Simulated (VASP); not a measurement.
All values below come from LDA (Ceperley-Alder, Perdew-Zunger), VASP's LDA PAW potentials (set 64) (plane waves; VASP).

VASP ran on this input.

KPOINTS:
```
Automatic mesh
0
Gamma
11 11 11
0 0 0
```

INCAR:
```
# general
SYSTEM   =  Sb
PREC     =  Accurate
ENCUT    =  500   # plane-wave cut-off (eV)
LREAL    =  .FALSE.
LASPH    =  .TRUE.   # aspherical one-centre terms

# electronic loop
EDIFF    =  1E-6   # SCF stop (eV)
NELM     =  100
ALGO     =  Normal
LMAXMIX  =  4   # l cut-off of mixed one-centre charges

# smearing
ISMEAR   =  1   # Methfessel-Paxton
SIGMA    =  0.1   # width (eV)

# ions
IBRION   =  2
NSW      =  40   # most ionic steps
ISIF     =  3   # ions, shape and volume
EDIFFG   =  -0.02   # ionic stop
PSTRESS  =  450   # kbar

# output
LWAVE    =  .FALSE.
LCHARG   =  .FALSE.
```

File POSCAR:
```
Sb
1.0
  3.4725695329  -1.9651809050  -0.0451276160
  3.4725695329   1.9651809050  -0.0451276160
  2.4023968849   0.0000000000   3.1860847149
Sb
2
Cartesian
  2.3363050214   0.0000000000   0.7737656203
  7.0112309293  -0.0000000000   2.3220638626
```

POTCAR, in this order: Sb (LDA.64 set). Program: vasp_std.

What VASP printed:

stdout:
```
...
|           W WW W  AAAAAA  RRRRR   N  N N  II  N  N N  G  GGG   !            |
|           WW  WW  A    A  R   R   N   NN  II  N   NN  G    G                |
|           W    W  A    A  R    R  N    N  II  N    N   GGGG   !!!           |
|                                                                             |
|     Inconsistent Bravais lattice types found for crystalline and            |
|     reciprocal lattice:                                                     |
|                                                                             |
|        Crystalline: rhombohedral (trigonal)                                 |
|        Reciprocal : base-centered monoclinic                                |
|                    (instead of rhombohedral (trigonal))                     |
|                                                                             |
|     In most cases this is due to inaccuracies in the specification of       |
|     the crytalline lattice vectors.                                         |
|                                                                             |
|     Suggested SOLUTIONS:                                                    |
|      ) Refine the lattice parameters of your structure,                     |
|      ) and/or try changing SYMPREC.                                         |
|                                                                             |
 -----------------------------------------------------------------------------

 LDA part: xc-table for (Slater(with rela. corr.)+CA(PZ))
 , standard interpolation

 -----------------------------------------------------------------------------
|                                                                             |
|     EEEEEEE  RRRRRR   RRRRRR   OOOOOOO  RRRRRR      ###     ###     ###     |
|     E        R     R  R     R  O     O  R     R     ###     ###     ###     |
|     E        R     R  R     R  O     O  R     R     ###     ###     ###     |
|     EEEEE    RRRRRR   RRRRRR   O     O  RRRRRR       #       #       #      |
|     E        R   R    R   R    O     O  R   R                               |
|     E        R    R   R    R   O     O  R    R      ###     ###     ###     |
|     EEEEEEE  R     R  R     R  OOOOOOO  R     R     ###     ###     ###     |
|                                                                             |
|     IBZKPT: not all point group operations associated with the symmetry     |
|     operators of the crystalline lattice are members of the point group     |
|     of the reciprocal lattice.                                              |
|                                                                             |
|       ---->  I REFUSE TO CONTINUE WITH THIS SICK JOB ... BYE!!! <----       |
|                                                                             |
 -----------------------------------------------------------------------------
```

VASP stops with an error: IBZKPT: not all point group operations associated with the symmetry operators of the crystalline lattice are members of the point group of the reciprocal lattice. ----> I REFUSE TO CONTINUE WITH THIS SICK JOB ... BYE!!! <----

The compound is Sb in the a7 structure. It was relaxed first under an external pressure of 45 GPa.
